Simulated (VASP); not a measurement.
An input for Ansatz (written as the equivalent of a VASP run, and not itself run):

Ansatz 0.2 input:
```yaml
crystal:
  lattice:
    - [4.1866557, 2.0890034, 2.0890034]
    - [2.0890034, 4.1866557, 2.0890034]
    - [2.0890034, 2.0890034, 4.1866557]
  atoms:
    - { symbol: Ni, position: [0.0000000, 0.0000000, 0.0000000], spin: 1.4 }
    - { symbol: Ni, position: [0.5000000, 0.5000000, 0.5000000], spin: -1.4 }
    - { symbol: O, position: [0.2500000, 0.2500000, 0.2500000] }
    - { symbol: O, position: [0.7500000, 0.7500000, 0.7500000] }
kpoints:
  mp_grid: { grid: [9, 9, 9] }
hamiltonian:
  xc: pbe
  pseudopotentials: { kind: paw }
magnetization: { spin_polarized: true }
scf:
  occupations: { method: gaussian, width: 0.05 }
  max_iter: 100
relax:
  max_steps: 40
  f_tol: 0.02
  cell: {}
output: { forces: true, stress: true, eigenvalues: true }
```

Q: Translate this input to VASP (INCAR, KPOINTS, POSCAR, choice of POTCAR).

A: One answer among several that fit: 
### INCAR
```
ALGO = Normal
EDIFF = 1E-6
EDIFFG = -0.02
ENCUT = 620
GGA = PE
IBRION = 2
ISIF = 3
ISMEAR = 0
ISPIN = 2
LASPH = .True.
LCHARG = .False.
LMAXMIX = 4
LORBIT = 10
LREAL = .False.
LWAVE = .False.
MAGMOM = 1.4 -1.4 0.0 0.0
NELM = 100
NSW = 40
PREC = Accurate
SIGMA = 0.05
SYSTEM = NiO
```

### KPOINTS
```
Automatic mesh
0
Gamma
9 9 9
0 0 0
```

File POSCAR:
```
NiO
1
    4.1866556908     2.0890034039     2.0890034039
    2.0890034039     4.1866556908     2.0890034039
    2.0890034039     2.0890034039     4.1866556908
Ni O
2 2
Direct
  0.0000000000   0.0000000000   0.0000000000
  0.5000000000   0.5000000000   0.5000000000
  0.2500000000   0.2500000000   0.2500000000
  0.7500000000   0.7500000000   0.7500000000
```

POTCAR, in this order: Ni O (PBE.64 set). Program: vasp_std.

Limits of the translation: each code has its own PAW files, so the cut-off isn't converted (ENCUT is set for VASP's; basis.ecutwfc is left out, and Ansatz then takes the one that its files recommend); Ansatz stops its SCF on the density residual and VASP on the energy change (EDIFF).

The compound is NiO in the rock salt, AFM-II order structure. It was relaxed first.
